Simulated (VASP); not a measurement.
C2BF2H, in a box:

```
CELL_PARAMETERS angstrom
13.00000 0.00000 0.00000
0.00000 11.00000 0.00000
0.00000 0.00000 13.00000
ATOMIC_POSITIONS crystal
C 0.41884 0.56214 0.58667
C 0.47000 0.53081 0.51423
B 0.53467 0.49123 0.42269
F 0.49863 0.41393 0.35437
F 0.62849 0.53313 0.40917
H 0.37351 0.58989 0.65087
```

Program: VASP 6.6.1. Alike in all runs: no spin polarisation; cell as given; k mesh 1 × 1 × 1; smearing gaussian 0.01 eV.

Question: Order these runs on this cell by their band gap on the k mesh, lowest first.
A. level PBE0+D3(BJ); potentials or basis VASP PAW PBE potentials, release 64 (C_s, B_s, F_s, H_s); cutoff (eV) 400; grid for exact exchange (PRECFOCK) Fast; exchange at q = 0 truncated
B. level r2SCAN0+D4; potentials or basis VASP PAW PBE potentials, release 64 (C, B, F, H); cutoff (eV) 520; grid for exact exchange (PRECFOCK) Fast; exchange at q = 0 truncated
C. level PBE+TS; potentials or basis VASP PAW PBE potentials, release 64 (C, B, F, H); cutoff (eV) 520

Answer: C (5.14 eV), A (7.39 eV), B (7.73 eV).

Caveats: the standard files for N, O and F lose accuracy on very short bonds.

A k mesh can miss the band edges.

Not every run made on this cell is shown here.
